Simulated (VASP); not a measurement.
VASP input:

INCAR:
```
SYSTEM = InAs
PREC = Accurate
ENCUT = 400
EDIFF = 1E-6
NELM = 60
ALGO = VeryFast
LREAL = .FALSE.
LASPH = .TRUE.
ISMEAR = 0
SIGMA = 0.05
GGA = PE
LMAXMIX = 4
LWAVE = .FALSE.
LCHARG = .FALSE.
ISIF = 2
NELMDL = -1
```

**POSCAR**
```
InAs
1
    0.0000000000     3.0906000000     3.0906000000
    3.0906000000     0.0000000000     3.0906000000
    3.0906000000     3.0906000000     0.0000000000
In As
1 1
Direct
  0.0000000000   0.0000000000   0.0000000000
  0.2500000000   0.2500000000   0.2500000000
```

KPOINTS:
```
Automatic mesh
0
Gamma
6 6 6
0 0 0
```

POTCAR, in this order: In_d As (PBE.64 set). Program: vasp_std.

Problem. What happens when VASP runs on this input?

Solution. There is a fault: ALGO = VeryFast starts from random orbitals with almost no delay (NELMDL = -1). Convergence was not reached. Against the sound run, the energy per atom (σ→0) goes up by 374.608 eV/atom; the pressure goes up by 330.57 GPa.

### standard output
```
...
RMM:  21     0.747207273139E+03   -0.25414E+00   -0.25557E+00   816   0.510E+01    0.457E+01
RMM:  22     0.746887022747E+03   -0.32025E+00   -0.34031E+00   831   0.491E+01    0.465E+01
RMM:  23     0.746598301007E+03   -0.28872E+00   -0.25907E+00   831   0.476E+01    0.556E+01
RMM:  24     0.746476610405E+03   -0.12169E+00   -0.42308E+00   825   0.465E+01    0.500E+01
RMM:  25     0.746362323595E+03   -0.11429E+00   -0.18441E+00   830   0.447E+01    0.473E+01
RMM:  26     0.746077930940E+03   -0.28439E+00   -0.28800E+00   829   0.432E+01    0.566E+01
RMM:  27     0.745831677569E+03   -0.24625E+00   -0.28500E+00   831   0.421E+01    0.576E+01
RMM:  28     0.745513979806E+03   -0.31770E+00   -0.35414E+00   830   0.409E+01    0.537E+01
RMM:  29     0.745300817264E+03   -0.21316E+00   -0.30525E+00   830   0.402E+01    0.465E+01
RMM:  30     0.745078694416E+03   -0.22212E+00   -0.24796E+00   821   0.390E+01    0.410E+01
RMM:  31     0.744930984778E+03   -0.14771E+00   -0.16331E+00   830   0.379E+01    0.379E+01
RMM:  32     0.744760800703E+03   -0.17018E+00   -0.19004E+00   830   0.370E+01    0.202E+01
RMM:  33     0.744651520265E+03   -0.10928E+00   -0.12044E+00   830   0.361E+01    0.179E+01
RMM:  34     0.744483077718E+03   -0.16844E+00   -0.17414E+00   832   0.352E+01    0.164E+01
RMM:  35     0.744355712874E+03   -0.12736E+00   -0.13305E+00   830   0.344E+01    0.110E+01
RMM:  36     0.744186550690E+03   -0.16916E+00   -0.17305E+00   831   0.335E+01    0.141E+01
RMM:  37     0.744065195574E+03   -0.12136E+00   -0.12679E+00   830   0.328E+01    0.164E+01
RMM:  38     0.743901460541E+03   -0.16374E+00   -0.16765E+00   831   0.321E+01    0.226E+01
RMM:  39     0.743785756035E+03   -0.11570E+00   -0.11879E+00   816   0.314E+01    0.300E+01
RMM:  40     0.743622974796E+03   -0.16278E+00   -0.16570E+00   830   0.308E+01    0.372E+01
RMM:  41     0.743513934953E+03   -0.10904E+00   -0.11029E+00   831   0.302E+01    0.444E+01
RMM:  42     0.743350582464E+03   -0.16335E+00   -0.16524E+00   816   0.296E+01    0.510E+01
RMM:  43     0.743245484335E+03   -0.10510E+00   -0.10808E+00   816   0.291E+01    0.575E+01
RMM:  44     0.743085115178E+03   -0.16037E+00   -0.16124E+00   816   0.286E+01    0.641E+01
RMM:  45     0.742987490518E+03   -0.97625E-01   -0.10047E+00   815   0.281E+01    0.702E+01
RMM:  46     0.742833141310E+03   -0.15435E+00   -0.15658E+00   815   0.277E+01    0.765E+01
RMM:  47     0.742732664539E+03   -0.10048E+00   -0.10777E+00   830   0.272E+01    0.802E+01
RMM:  48     0.742591990782E+03   -0.14067E+00   -0.14114E+00   815   0.268E+01    0.873E+01
RMM:  49     0.742481715364E+03   -0.11028E+00   -0.11209E+00   818   0.264E+01    0.934E+01
RMM:  50     0.742363428189E+03   -0.11829E+00   -0.12103E+00   810   0.260E+01    0.990E+01
RMM:  51     0.742259080095E+03   -0.10435E+00   -0.10652E+00   810   0.256E+01    0.104E+02
RMM:  52     0.742156286223E+03   -0.10279E+00   -0.10394E+00   830   0.252E+01    0.111E+02
RMM:  53     0.742059130294E+03   -0.97156E-01   -0.99175E-01   815   0.249E+01    0.116E+02
RMM:  54     0.741968831403E+03   -0.90299E-01   -0.92685E-01   786   0.245E+01    0.121E+02
RMM:  55     0.741880013509E+03   -0.88818E-01   -0.90082E-01   826   0.242E+01    0.126E+02
RMM:  56     0.741800185842E+03   -0.79828E-01   -0.81760E-01   787   0.239E+01    0.132E+02
RMM:  57     0.741719977630E+03   -0.80208E-01   -0.82235E-01   825   0.236E+01    0.137E+02
RMM:  58     0.741650091393E+03   -0.69886E-01   -0.71438E-01   792   0.233E+01    0.142E+02
RMM:  59     0.741574317379E+03   -0.75774E-01   -0.76832E-01   812   0.230E+01    0.148E+02
RMM:  60     0.741513925387E+03   -0.60392E-01   -0.61896E-01   789   0.227E+01

 -----------------------------------------------------------------------------
|                                                                             |
|           W    W    AA    RRRRR   N    N  II  N    N   GGGG   !!!           |
|           W    W   A  A   R    R  NN   N  II  NN   N  G    G  !!!           |
|           W    W  A    A  R    R  N N  N  II  N N  N  G       !!!           |
|           W WW W  AAAAAA  RRRRR   N  N N  II  N  N N  G  GGG   !            |
|           WW  WW  A    A  R   R   N   NN  II  N   NN  G    G                |
|           W    W  A    A  R    R  N    N  II  N    N   GGGG   !!!           |
|                                                                             |
|     The electronic self-consistency was not achieved in the given           |
|     number of steps (NELM). The forces and other quantities evaluated       |
|     might not be reliable so examine the results carefully. If you find     |
|     spurious results, we suggest increasing NELM, if you were close to      |
|     convergence or switching to a different ALGO or adjusting the           |
|     density mixing parameters otherwise.                                    |
|                                                                             |
 -----------------------------------------------------------------------------

   1 F= 0.74151393E+03 E0= 0.74151442E+03  d E =-.993080E-03
```

### OUTCAR
```
------------------------ aborting loop EDIFF was not reached (unconverged)  ----------------------------
  FORCE on cell =-STRESS in cart. coord.  units (eV):
  Direction    XX          YY          ZZ          XY          YZ          ZX
  --------------------------------------------------------------------------------------
  Total      121.8938034    121.8938034    121.8938034      0.0000000      0.0000000     -0.0000000
  in kB     3307.7586539   3307.7586539   3307.7586539      0.0000000      0.0000000     -0.0000000
  external PRESSURE =    3307.7586539 kB  Pullay stress =       0.0000000 kB
  volume of cell :       59.04
      direct lattice vectors                 reciprocal lattice vectors
     0.000000000  3.090600000  3.090600000    -0.161780884  0.161780884  0.161780884
     3.090600000  0.000000000  3.090600000     0.161780884 -0.161780884  0.161780884
     3.090600000  3.090600000  0.000000000     0.161780884  0.161780884 -0.161780884
  FREE ENERGIE OF THE ION-ELECTRON SYSTEM (eV)
  ---------------------------------------------------
  free  energy   TOTEN  =       741.5139253866 eV

  energy  without entropy=      741.5149184664  energy(sigma->0) =      741.51442193
```
(Selected blocks of OUTCAR.)

To mend it, set ALGO = Normal, remove NELMDL.

The mended run (PBE GGA, plane waves, VASP's PBE PAW potentials (set 64)) converges, and its OSZICAR ends with
```
   1 F= -.77022250E+01 E0= -.77020464E+01  d E =-.357089E-03
```

The compound is InAs in the zinc blende structure. The cell was not relaxed at this level.
